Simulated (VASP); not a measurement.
Given:

```yaml
crystal:
  lattice:
    - [0.00000, 2.10366, 2.10366]
    - [2.10366, 0.00000, 2.10366]
    - [2.10366, 2.10366, 0.00000]
  atoms:
    - { symbol: Mg, position: [0.00000, 0.00000, 0.00000] }
    - { symbol: O, position: [0.50000, 0.50000, 0.50000] }
```

These are PBE GGA with D3 dispersion (zero damping), VASP's PBE PAW potentials (set 64) (plane waves; VASP) values and carry that method's errors. Numerical set-up: 520 eV cut-off, 12×12×12 Γ-centred mesh, tetrahedra with Blöchl corrections, potentials Mg O.

Problem. Predict the energy per atom (σ→0), band gap (on the k-mesh) with the smallest direct gap where there is one.

Solution. 
```
Item                                          Value
-----------------------------------  --------------
band gap (on the k-mesh)                    4.76 eV
smallest direct gap (on the k-mesh)         4.76 eV
energy per atom (σ→0)                -6.161 eV/atom
```

Total energies compare only between runs with the same potentials, cut-off and functional.

The compound is MgO in the rock salt structure. It was relaxed first.
